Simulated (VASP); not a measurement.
Method: PBEsol GGA, VASP's PBE PAW potentials (set 64) (plane waves; VASP 6.6.1).

The input files of a VASP run:

KPOINTS:
```
kpoints
0
Gamma
  4 4 7
```

**POSCAR**
```
GaIn3N4
1
   -0.0039196555     4.8660686546     4.8769930397
    4.8660686546    -0.0039196555     4.8769930397
    2.4310744995     2.4310744995    -0.0000000000
In N Ga
3 4 1
Direct
  0.9992775929   0.9992775929   0.0014448141
  0.9995760597   0.5007856578   0.9996382825
  0.5007856578   0.9995760597   0.9996382825
  0.1250367441   0.1250367441   0.2499265119
  0.1482073116   0.6175345409   0.2342581475
  0.6175345409   0.1482073116   0.2342581475
  0.6108117340   0.6108117340   0.2783765319
  0.4987703590   0.4987703590   0.0024592820
```

### INCAR
```
! general
SYSTEM =GaIn3N4
PREC   =Accurate
ENCUT  =520
LREAL  =.False.   ! projection in real space or not
LASPH  =.True.

! electronic loop
EDIFF  =1E-6   ! SCF stop (eV)
NELM   =100
ALGO   =Normal   ! blocked Davidson
LMAXMIX=4   ! l cut-off of mixed one-centre charges

! smearing
ISMEAR =0
SIGMA  =0.05   ! width (eV)

! functional
GGA    =PS

! ions
IBRION =2   ! conjugate gradients
NSW    =60   ! most ionic steps
ISIF   =3
EDIFFG =-0.02   ! ionic stop

! output
LWAVE  =.False.
LCHARG =.False.
```

POTCAR, in this order: In_d N Ga_d (PBE.64 set). Program: vasp_std.

Output of the run:

OUTCAR:
```
 ion  position               nearest neighbor table
   1  0.999  0.999  0.001-   4 2.11   4 2.11   6 2.15   5 2.15   2 3.44   3 3.44   2 3.44   3 3.44
                             8 3.44   8 3.44   3 3.45   2 3.45   2 3.45   3 3.45
   2  1.000  0.501  1.000-   4 2.11   5 2.15   5 2.15   7 2.19   3 3.44   1 3.44   1 3.44   8 3.44
                             8 3.44   3 3.45   8 3.45   8 3.45   1 3.45   1 3.45
   3  0.501  1.000  1.000-   4 2.11   6 2.15   6 2.15   7 2.19   2 3.44   1 3.44   1 3.44   8 3.44
                             8 3.44   2 3.45   8 3.45   8 3.45   1 3.45   1 3.45
   4  0.125  0.125  0.250-   1 2.11   1 2.11   2 2.11   3 2.11
   5  0.148  0.618  0.234-   8 1.97   1 2.15   2 2.15   2 2.15
   6  0.618  0.148  0.234-   8 1.97   1 2.15   3 2.15   3 2.15
   7  0.611  0.611  0.278-   8 2.04   8 2.04   3 2.19   2 2.19
   8  0.499  0.499  0.002-   5 1.97   6 1.97   7 2.04   7 2.04   2 3.44   3 3.44   2 3.44   3 3.44
                             1 3.44   1 3.44   2 3.45   3 3.45   3 3.45   2 3.45
  LATTYP: Found a base centered orthorhombic cell.
 ALAT       =     6.8872035167
 B/A-ratio  =     1.4162476912
 C/A-ratio  =     0.4991951407
 Subroutine PRICEL returns:
 Original cell was already a primitive cell.
 Subroutine GETGRP returns: Found  4 space group operations
The static configuration has the point symmetry C_2v.
The dynamic configuration has the point symmetry C_2v.
 Subroutine INISYM returns: Found  4 space group operations
 Subroutine IBZKPT returns following result:
 Found     37 irreducible k-points:

 Following reciprocal coordinates:
            Coordinates               Weight
  0.000000  0.000000  0.000000      1.000000
  0.250000  0.000000  0.000000      4.000000
  0.500000  0.000000  0.000000      2.000000
  0.250000  0.250000  0.000000      2.000000
  0.500000  0.250000  0.000000      4.000000
 -0.250000  0.250000  0.000000      2.000000
  0.500000  0.500000  0.000000      1.000000
 -0.000000 -0.000000  0.142857      2.000000
  0.250000 -0.000000  0.142857      4.000000
  0.500000  0.000000  0.142857      4.000000
 -0.250000 -0.000000  0.142857      4.000000
  0.250000  0.250000  0.142857      2.000000
  0.500000  0.250000  0.142857      4.000000
 -0.250000  0.250000  0.142857      4.000000
  0.500000  0.500000  0.142857      2.000000
 -0.250000  0.500000  0.142857      4.000000
 -0.250000 -0.250000  0.142857      2.000000
  0.000000  0.000000  0.285714      2.000000
  0.250000  0.000000  0.285714      4.000000
  0.500000  0.000000  0.285714      4.000000
 -0.250000  0.000000  0.285714      4.000000
  0.250000  0.250000  0.285714      2.000000
  0.500000  0.250000  0.285714      4.000000
 -0.250000  0.250000  0.285714      4.000000
  0.500000  0.500000  0.285714      2.000000
 -0.250000  0.500000  0.285714      4.000000
 -0.250000 -0.250000  0.285714      2.000000
  0.000000  0.000000  0.428571      2.000000
  0.250000  0.000000  0.428571      4.000000
  0.500000  0.000000  0.428571      4.000000
 -0.250000  0.000000  0.428571      4.000000
  0.250000  0.250000  0.428571      2.000000
  0.500000  0.250000  0.428571      4.000000
 -0.250000  0.250000  0.428571      4.000000
  0.500000  0.500000  0.428571      2.000000
 -0.250000  0.500000  0.428571      4.000000
 -0.250000 -0.250000  0.428571      2.000000
   k-points           NKPTS =     37   k-points in BZ     NKDIM =     37   number of bands    NBANDS=     43
   number of dos      NEDOS =    301   number of ions     NIONS =      8
   total plane-waves  NPLWV =  81648
   dimension x,y,z NGX =    54 NGY =   54 NGZ =   28
   dimension x,y,z NGXF=   108 NGYF=  108 NGZF=   56
   ions per type =               3   4   1
   PREC   = accura    normal or accurate (medium, high low for compatibility)
   ISTART =      0    job   : 0-new  1-cont  2-samecut
   ICHARG =      2    charge: 1-file 2-atom 10-const
   ISPIN  =      1    spin polarized calculation?
...
```

**OSZICAR**
```
       N       E                     dE             d eps       ncg     rms          rms(c)
DAV:   1     0.853267798585E+03    0.85327E+03   -0.33908E+04  3209   0.252E+03
DAV:   2     0.114399529436E+03   -0.73887E+03   -0.72074E+03  3254   0.626E+02
DAV:   3    -0.415843885228E+02   -0.15598E+03   -0.15185E+03  3720   0.254E+02
DAV:   4    -0.550791741669E+02   -0.13495E+02   -0.13383E+02  4212   0.742E+01
DAV:   5    -0.554239949145E+02   -0.34482E+00   -0.34399E+00  4684   0.132E+01    0.186E+01
DAV:   6    -0.472615415884E+02    0.81625E+01   -0.34053E+01  5467   0.606E+01    0.133E+01
DAV:   7    -0.475315010425E+02   -0.26996E+00   -0.45235E+00  3440   0.124E+01    0.452E+00
DAV:   8    -0.474502486702E+02    0.81252E-01   -0.43029E-01  5257   0.523E+00    0.242E+00
DAV:   9    -0.474219530907E+02    0.28296E-01   -0.98162E-02  5100   0.388E+00    0.571E-01
DAV:  10    -0.474193603061E+02    0.25928E-02   -0.12504E-02  4819   0.129E+00    0.351E-01
DAV:  11    -0.474194713327E+02   -0.11103E-03   -0.83232E-03  5612   0.630E-01    0.165E-01
DAV:  12    -0.474194404091E+02    0.30924E-04   -0.84063E-04  4706   0.271E-01    0.956E-02
DAV:  13    -0.474193907167E+02    0.49692E-04   -0.27465E-04  5150   0.144E-01    0.420E-02
DAV:  14    -0.474193954648E+02   -0.47481E-05   -0.40728E-05  3595   0.404E-02    0.102E-02
DAV:  15    -0.474193956121E+02   -0.14726E-06   -0.22100E-06  2435   0.153E-02
   1 F= -.47419396E+02 E0= -.47419190E+02  d E =-.474194E+02
       N       E                     dE             d eps       ncg     rms          rms(c)
DAV:   1    -0.474198609828E+02   -0.46552E-03   -0.38598E-02  4869   0.180E+00    0.184E-01
DAV:   2    -0.474195485425E+02    0.31244E-03   -0.21716E-03  5140   0.577E-01    0.623E-02
DAV:   3    -0.474194586536E+02    0.89889E-04   -0.17965E-04  4732   0.234E-01    0.322E-02
DAV:   4    -0.474194491698E+02    0.94838E-05   -0.66844E-05  5612   0.777E-02    0.168E-02
DAV:   5    -0.474194500662E+02   -0.89635E-06   -0.11005E-05  3465   0.310E-02    0.101E-02
DAV:   6    -0.474194502583E+02   -0.19207E-06   -0.81901E-07  1904   0.131E-02
   2 F= -.47419450E+02 E0= -.47419251E+02  d E =-.546462E-04
```

**OUTCAR**
```
------------------------ aborting loop because EDIFF is reached ----------------------------------------
  FORCE on cell =-STRESS in cart. coord.  units (eV):
  Direction    XX          YY          ZZ          XY          YZ          ZX
  --------------------------------------------------------------------------------------
  Total        0.0575022      0.0575022      0.0984031     -0.0065998      0.0000000      0.0000000
  in kB        0.7984265      0.7984265      1.3663411     -0.0916389      0.0000000      0.0000000
  external PRESSURE =       0.9877314 kB  Pullay stress =       0.0000000 kB
  volume of cell :      115.39
      direct lattice vectors                 reciprocal lattice vectors
    -0.005509607  4.864239219  4.876754154    -0.102674700  0.102674700  0.102527211
     4.864239219 -0.005509607  4.876754154     0.102674700 -0.102674700  0.102527211
     2.429364806  2.429364806 -0.000000000     0.205815116  0.205815116 -0.205054421
 POSITION                                       TOTAL-FORCE (eV/Angst)
 -----------------------------------------------------------------------------------
      4.85873      4.85873      9.74724        -0.000000     -0.000000     -0.013900
      4.85823      7.28859      7.31654         0.004733     -0.004733     -0.003832
      7.28859      4.85823      7.31654        -0.004733      0.004733     -0.003832
      1.21468      1.21468      1.22010         0.000000      0.000000      0.004768
      3.57154      1.28719      3.73453         0.000415     -0.000415      0.006159
      1.28719      3.57154      3.73453        -0.000415      0.000415      0.006159
      3.64405      3.64405      5.95736         0.000000      0.000000      0.003670
      2.42936      2.42936      4.86394         0.000000      0.000000      0.000809
 -----------------------------------------------------------------------------------
    total drift:                               -0.000041     -0.000041     -0.000486
  FREE ENERGIE OF THE ION-ELECTRON SYSTEM (eV)
  ---------------------------------------------------
  free  energy   TOTEN  =       -47.4194502583 eV

  energy  without entropy=      -47.4190518750  energy(sigma->0) =      -47.41925107

 reached required accuracy - stopping structural energy minimisation
```
(Selected blocks of OUTCAR.)

File CONTCAR:
```
GaIn3N4
   1.00000000000000
    -0.0055096071181215    4.8642392194825534    4.8767541540680623
     4.8642392194825534   -0.0055096071181215    4.8767541540680623
     2.4293648061322535    2.4293648061322535   -0.0000000000000024
  In              N               Ga
     3     4     1
Direct
     0.9993578041403135    0.9993578041403135    0.0012843916193712
     0.9996809671980440    0.5006077123456044    0.9997113204563516
     0.5006077123456044    0.9996809671980440    0.9997113204563516
     0.1250933829728836    0.1250933829728836    0.2498132341542346
     0.1483456014265477    0.6174365987264719    0.2342177998469804
     0.6174365987264719    0.1483456014265477    0.2342177998469804
     0.6107920051885188    0.6107920051885188    0.2784159895229677
     0.4986859280016160    0.4986859280016160    0.0026281439967608
```

OUTCAR:
```
 val. band max:        6.1836536608   @ k =   0.0000   0.0000   0.0000

 cond. band min:       6.2462396399   @ k =   0.0000   0.0000   0.0000


 Fermi energy:         6.2174363595

 k-point     1 :       0.0000    0.0000    0.0000
  band No.  band energies     occupation
      1      -8.8044      2.00000
      2      -8.7124      2.00000
      3      -8.5817      2.00000
      4      -8.4862      2.00000
      5      -7.3037      2.00000
      6      -7.2679      2.00000
      7      -7.2673      2.00000
      8      -7.2291      2.00000
      9      -7.1674      2.00000
     10      -7.1154      2.00000
     11      -7.0960      2.00000
     12      -7.0790      2.00000
     13      -6.9345      2.00000
     14      -6.9001      2.00000
     15      -6.8386      2.00000
     16      -6.8227      2.00000
     17      -6.7255      2.00000
     18      -6.6986      2.00000
     19      -6.6764      2.00000
     20      -6.6366      2.00000
     21      -6.5748      2.00000
     22      -5.3044      2.00000
     23      -5.2652      2.00000
     24      -4.7461      2.00000
     25      -0.2226      2.00000
     26       0.1418      2.00000
     27       0.9103      2.00000
     28       3.7107      2.00000
     29       3.7204      2.00000
     30       5.1282      2.00000
     31       5.1939      2.00000
     32       5.3063      2.00000
     33       5.5099      2.00000
     34       6.0536      2.00000
     35       6.1517      1.93719
     36       6.1837      1.66068
     37       6.2462      0.41526
     38       9.0734      0.00000
     39       9.4013      0.00000
     40       9.5792      0.00000
     41      12.1127      0.00000
     42      13.1193      0.00000
     43      13.1891      0.00000

 k-point     2 :       0.2500    0.0000    0.0000
  band No.  band energies     occupation
      1      -8.7758      2.00000
      2      -8.6782      2.00000
      3      -8.5718      2.00000
      4      -8.4679      2.00000
      5      -7.2937      2.00000
...
```

Unless said otherwise, spin-orbit coupling is left out, though it shifts the bands of the heavy elements here.

The structure was generated: GaIn3N4 was put into an ordered model structure (Amm2), which need not be its known phase. This run relaxes it. Symmetry was kept, so distortions that lower it aren't found. The start is the result of an earlier pass.
